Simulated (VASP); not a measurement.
Computed with SCAN meta-GGA, VASP's PBE PAW potentials (set 64) (plane waves; VASP 6.6.1).

A VASP calculation is set up with these files.

INCAR:
```
SYSTEM = SnO2
PREC = Accurate
ENCUT = 520
EDIFF = 1E-7
NELM = 100
ALGO = Normal
LREAL = .FALSE.
LASPH = .TRUE.
ISMEAR = 0
SIGMA = 0.05
METAGGA = SCAN
LMIXTAU = .TRUE.
LMAXMIX = 4
LWAVE = .FALSE.
LCHARG = .FALSE.
ISIF = 4
IBRION = 2
NSW = 30
EDIFFG = -0.01
```

### KPOINTS
```
Automatic mesh
0
Gamma
5 5 7
0 0 0
```

**POSCAR**
```
SnO2
1
    4.7587585486     0.0000000000     0.0000000000
    0.0000000000     4.7587585486     0.0000000000
    0.0000000000     0.0000000000     3.2022822867
Sn O
2 4
Direct
  1.0000000000   1.0000000000   1.0000000000
  0.5000000000   0.5000000000   0.5000000000
  0.3058405627   0.3058405627   0.0000000000
  0.8058405627   0.1941594373   0.5000000000
  0.1941594373   0.8058405627   0.5000000000
  0.6941594373   0.6941594373   1.0000000000
```

POTCAR, in this order: Sn_d O (PBE.64 set). Program: vasp_std.

What VASP printed:

**OSZICAR**
```
       N       E                     dE             d eps       ncg     rms          rms(c)
DAV:   1     0.598041881878E+03    0.59804E+03   -0.27072E+04  1576   0.267E+03
DAV:   2    -0.253627592103E+02   -0.62340E+03   -0.60278E+03  1704   0.696E+02
DAV:   3    -0.120726143114E+03   -0.95363E+02   -0.94447E+02  1712   0.233E+02
DAV:   4    -0.125340687246E+03   -0.46145E+01   -0.45955E+01  1784   0.560E+01
DAV:   5    -0.125486994713E+03   -0.14631E+00   -0.14625E+00  1848   0.102E+01    0.139E+01
DAV:   6    -0.108864764864E+03    0.16622E+02   -0.15310E+01  2279   0.792E+01    0.643E+00
DAV:   7    -0.107143911255E+03    0.17209E+01   -0.46371E+00  2033   0.205E+01    0.478E+00
DAV:   8    -0.109294854792E+03   -0.21509E+01   -0.25162E+00  2164   0.160E+01    0.237E+00
DAV:   9    -0.106746886208E+03    0.25480E+01   -0.32038E+00  1653   0.117E+01    0.245E+00
DAV:  10    -0.107643825185E+03   -0.89694E+00   -0.10773E+00  1682   0.845E+00    0.480E-01
DAV:  11    -0.107655729467E+03   -0.11904E-01   -0.33122E-02  1965   0.129E+00    0.310E-01
DAV:  12    -0.107643828988E+03    0.11900E-01   -0.27818E-03  1670   0.459E-01    0.316E-01
DAV:  13    -0.107671091058E+03   -0.27262E-01   -0.18218E-02  2008   0.170E+00    0.415E-01
DAV:  14    -0.107680297484E+03   -0.92064E-02   -0.39026E-03  1544   0.699E-01    0.386E-01
DAV:  15    -0.107679489840E+03    0.80764E-03   -0.27593E-04  1834   0.124E-01    0.343E-01
DAV:  16    -0.107679416458E+03    0.73383E-04   -0.50999E-04  1998   0.202E-01    0.270E-01
DAV:  17    -0.107679940391E+03   -0.52393E-03   -0.14463E-03  2148   0.398E-01    0.147E-01
DAV:  18    -0.107679684283E+03    0.25611E-03   -0.31454E-04  2379   0.162E-01    0.785E-02
DAV:  19    -0.107679595670E+03    0.88613E-04   -0.25554E-05  2070   0.469E-02    0.542E-02
DAV:  20    -0.107679525198E+03    0.70472E-04   -0.18269E-05  2416   0.530E-02    0.282E-02
DAV:  21    -0.107679415592E+03    0.10961E-03   -0.14416E-05  2370   0.606E-02    0.476E-03
DAV:  22    -0.107679402338E+03    0.13254E-04   -0.68031E-06  1861   0.250E-02    0.628E-03
DAV:  23    -0.107679395623E+03    0.67141E-05   -0.11439E-06  1484   0.145E-02    0.300E-03
DAV:  24    -0.107679389105E+03    0.65187E-05   -0.60647E-07  1784   0.635E-03    0.417E-04
DAV:  25    -0.107679391524E+03   -0.24194E-05   -0.56985E-08  1066   0.277E-03    0.291E-04
DAV:  26    -0.107679390827E+03    0.69750E-06   -0.14105E-08   933   0.166E-03    0.186E-04
DAV:  27    -0.107679390379E+03    0.44807E-06   -0.48735E-09   933   0.909E-04    0.746E-05
DAV:  28    -0.107679389610E+03    0.76876E-06   -0.26783E-09   898   0.916E-04    0.143E-04
DAV:  29    -0.107679389831E+03   -0.22103E-06   -0.10745E-09   891   0.506E-04    0.658E-05
DAV:  30    -0.107679390011E+03   -0.18019E-06   -0.71300E-10   891   0.278E-04    0.358E-05
DAV:  31    -0.107679390075E+03   -0.64418E-07   -0.28085E-10   877   0.209E-04
   1 F= -.10767939E+03 E0= -.10767939E+03  d E =-.107679E+03
```

**OUTCAR**
```
------------------------ aborting loop because EDIFF is reached ----------------------------------------
  FORCE on cell =-STRESS in cart. coord.  units (eV):
  Direction    XX          YY          ZZ          XY          YZ          ZX
  --------------------------------------------------------------------------------------
  Total        0.0500450      0.0500450     -0.0138270      0.0000000      0.0000000      0.0000000
  in kB        1.1056664      1.1056664     -0.3054870      0.0000000      0.0000000      0.0000000
  external PRESSURE =       0.6352819 kB  Pullay stress =       0.0000000 kB
  volume of cell :       72.52
      direct lattice vectors                 reciprocal lattice vectors
     4.758758549  0.000000000  0.000000000     0.210138840  0.000000000  0.000000000
     0.000000000  4.758758549  0.000000000     0.000000000  0.210138840  0.000000000
     0.000000000  0.000000000  3.202282287     0.000000000  0.000000000  0.312277279
 POSITION                                       TOTAL-FORCE (eV/Angst)
 -----------------------------------------------------------------------------------
      0.00000      0.00000      0.00000         0.000000      0.000000      0.000000
      2.37938      2.37938      1.60114         0.000000      0.000000      0.000000
      1.45542      1.45542      0.00000        -0.000910     -0.000910     -0.000000
      3.83480      0.92396      1.60114        -0.000910      0.000910      0.000000
      0.92396      3.83480      1.60114         0.000910     -0.000910      0.000000
      3.30334      3.30334      0.00000         0.000910      0.000910      0.000000
 -----------------------------------------------------------------------------------
    total drift:                                0.000000      0.000000      0.000000
  FREE ENERGIE OF THE ION-ELECTRON SYSTEM (eV)
  ---------------------------------------------------
  free  energy   TOTEN  =      -107.6793900754 eV

  energy  without entropy=     -107.6793900754  energy(sigma->0) =     -107.67939008

 reached required accuracy - stopping structural energy minimisation
```
(Selected blocks of OUTCAR.)

The compound is SnO2 in the rutile structure. It was relaxed first.
